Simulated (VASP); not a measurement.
All values below come from r2SCAN meta-GGA, VASP's PBE PAW potentials (set 64) (plane waves; VASP 6.6.1).

VASP input:

File POSCAR:
```
CeO2(111) slab
1
    3.8432751873     0.0000000000     0.0000000000
   -1.9216375937     3.3283737964     0.0000000000
    0.0000000000     0.0000000000    24.4839648607
O Ce
6 3
Direct
  0.6666670000   0.3333330000   0.3417150317
  0.3333330000   0.6666670000   0.4674496333
  0.0000000000   0.0000000000   0.4050587131
  0.0000000000   0.0000000000   0.5949412869
  0.6666670000   0.3333330000   0.5325503667
  0.3333330000   0.6666670000   0.6582849683
  0.3333330000   0.6666670000   0.3727514764
  0.0000000000   0.0000000000   0.5000000000
  0.6666670000   0.3333330000   0.6272485236
```

**KPOINTS**
```
Automatic mesh
0
gamma
6 6 1
```

### INCAR
```
! general
SYSTEM  = CeO2(111) slab
PREC    = Normal
ENCUT   = 450
LREAL   = .False.   ! projection in real space or not
LASPH   = .True.   ! aspherical one-centre terms

! electronic loop
EDIFF   = 1E-6
NELM    = 100
NELMIN  = 4
ALGO    = Normal   ! blocked Davidson
LMAXMIX = 6   ! l cut-off of mixed one-centre charges
LMIXTAU = .True.

! smearing
ISMEAR  = 0   ! Gaussian
SIGMA   = 0.05   ! width (eV)

! functional
METAGGA = R2SCAN

! output
LWAVE   = .False.
LCHARG  = .False.
LORBIT  = 11   ! lm-projected
LVHAR   = .True.

! other
LDIPOL  = .True.
IDIPOL  = 3
DIPOL   = 0.5 0.5 0.5
```

POTCAR, in this order: O Ce (PBE.64 set). Program: vasp_std. Read from the step before: WAVECAR.

### Question
What will the output report for the number of irreducible k-points (NKPTS), largest plane-wave count, number of space-group operations, FFT grid (NGX, NGY, NGZ)?

### Answer

* **number of irreducible k-points (NKPTS)**: 7
* **largest plane-wave count**: 6841
* **number of space-group operations**: 12
* **FFT grid (NGX, NGY, NGZ)**: 20 × 20 × 128

The cell is a thin slab with vacuum, built from CeO2 (fluorite): (111) face. The run is not spin-polarised, so no magnetic state was tried.
